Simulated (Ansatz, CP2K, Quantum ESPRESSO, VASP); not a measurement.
## Ta: 4 runs at one level of theory

```
CELL_PARAMETERS angstrom
2.71898 0.00000 0.00000
0.00000 2.71898 0.00000
0.00000 0.00000 28.48664
ATOMIC_POSITIONS crystal
Ta 0.00000 0.50000 0.30264
Ta 0.50000 0.00000 0.22392
```

Alike in all runs: functional PBE; k mesh 10 × 10 × 1; occupations fermi-dirac, width 0.05 eV; no spin polarisation; no spin-orbit coupling.

```tsv
program and potentials	plane-wave cutoff (eV)	notes	band gap (eV)	largest force (eV/Å)
Ansatz, all-electron LAPW, scalar-relativistic	-	-	no gap	0.068
VASP, PBE PAW files Ta_pv, 520 eV	520	11 valence electrons an atom on average	no gap	0.068
CP2K, POTENTIAL_UZH Ta GTH-PBE-q13; TZVP-MOLOPT-PBE-GTH basis	-	atomic basis; 13 valence electrons an atom on average	no gap	0.139
Quantum ESPRESSO, PseudoDojo 0.4.1 SR PBE standard	789	13 valence electrons an atom on average	no gap	0.073
```

Force on atom 1 (Ta), eV/Å:

```json
{"program and potentials": "Ansatz, all-electron LAPW, scalar-relativistic", "x": "0.000", "y": "0.000", "z": "-0.068"}
{"program and potentials": "VASP, PBE PAW files Ta_pv, 520 eV", "x": "0.000", "y": "0.000", "z": "-0.068"}
{"program and potentials": "CP2K, POTENTIAL_UZH Ta GTH-PBE-q13; TZVP-MOLOPT-PBE-GTH basis", "x": "0.000", "y": "0.000", "z": "-0.139"}
{"program and potentials": "Quantum ESPRESSO, PseudoDojo 0.4.1 SR PBE standard", "x": "0.000", "y": "0.000", "z": "-0.073"}
```

None finds a gap. Rows in atomic bases carry the error of their basis and grid, which can be large.

The functional is the same throughout but for its coding, so the spread measures potentials, basis and numerics; runs on potential files found faulty are left out.
